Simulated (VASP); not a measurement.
**Sn: band structure with r2SCAN**

Sn:

```
CELL_PARAMETERS angstrom
0.00000 3.26858 3.26858
3.26858 0.00000 3.26858
3.26858 3.26858 0.00000
ATOMIC_POSITIONS crystal
Sn 0.00000 0.00000 0.00000
Sn 0.25000 0.25000 0.25000
```

This isn't the form of Sn at room conditions, which is tetragonal (white tin).

- Program: VASP 6.6.1
- Task: band structure
- Functional: r2SCAN
- Potentials or basis: VASP PAW PBE potentials, release 64 (Sn_d)
- Cutoff: 520 eV
- k mesh: 10 × 10 × 10
- Occupations: gaussian, width 0.03 eV
- Spin: no spin polarisation
- Further INCAR settings: ALGO = Normal; EDIFF = 1e-06

```yaml
Pressure: 0.5 GPa
Band_gap_along_the_path: none (metal or under the smearing width)
```

Levels at the corners of the path, in eV from the Fermi level:
```csv
point,band 10,band 11,band 12,band 13,band 14,band 15,band 16,band 17,band 18
Γ,-21.99,-11.00,-0.53,-0.01,-0.01,-0.01,2.21,2.21,2.21
X,-21.93,-7.80,-7.80,-2.62,-2.62,0.93,0.93,8.00,8.00
X,-21.93,-7.80,-7.80,-2.62,-2.62,0.93,0.93,8.00,8.00
W,-21.91,-7.74,-7.74,-3.18,-3.18,3.58,3.58,4.20,4.20
W,-21.91,-7.74,-7.74,-3.18,-3.18,3.58,3.58,4.20,4.20
K,-21.90,-8.22,-7.29,-3.52,-2.25,1.21,3.52,5.99,6.21
K,-21.90,-8.22,-7.29,-3.52,-2.25,1.21,3.52,5.99,6.21
Γ,-21.99,-11.00,-0.53,-0.01,-0.01,-0.01,2.21,2.21,2.21
Γ,-21.99,-11.00,-0.53,-0.01,-0.01,-0.01,2.21,2.21,2.21
L,-21.95,-9.32,-6.52,-1.25,-1.25,0.08,3.34,3.34,5.95
L,-21.95,-9.32,-6.52,-1.25,-1.25,0.08,3.34,3.34,5.95
U,-21.90,-8.22,-7.29,-3.52,-2.25,1.21,3.52,5.99,6.21
U,-21.90,-8.22,-7.29,-3.52,-2.25,1.21,3.52,5.99,6.21
W,-21.91,-7.74,-7.74,-3.18,-3.18,3.58,3.58,4.20,4.20
W,-21.91,-7.74,-7.74,-3.18,-3.18,3.58,3.58,4.20,4.20
L,-21.95,-9.32,-6.52,-1.25,-1.25,0.08,3.34,3.34,5.95
L,-21.95,-9.32,-6.52,-1.25,-1.25,0.08,3.34,3.34,5.95
K,-21.90,-8.22,-7.29,-3.52,-2.25,1.21,3.52,5.99,6.21
U,-21.90,-8.22,-7.29,-3.52,-2.25,1.21,3.52,5.99,6.21
X,-21.93,-7.80,-7.80,-2.62,-2.62,0.93,0.93,8.00,8.00
```

Wall time 3 min on 4 MPI ranks on Intel(R) Xeon(R) Platinum 8375C CPU @ 2.90GHz (Ice Lake) (shared host), peak memory 0.28 GiB a rank.

Caveat: the PAW data sets were made with another functional, which shifts forces and pressure a little; spin-orbit coupling is left out, which moves the levels of the heavy elements.
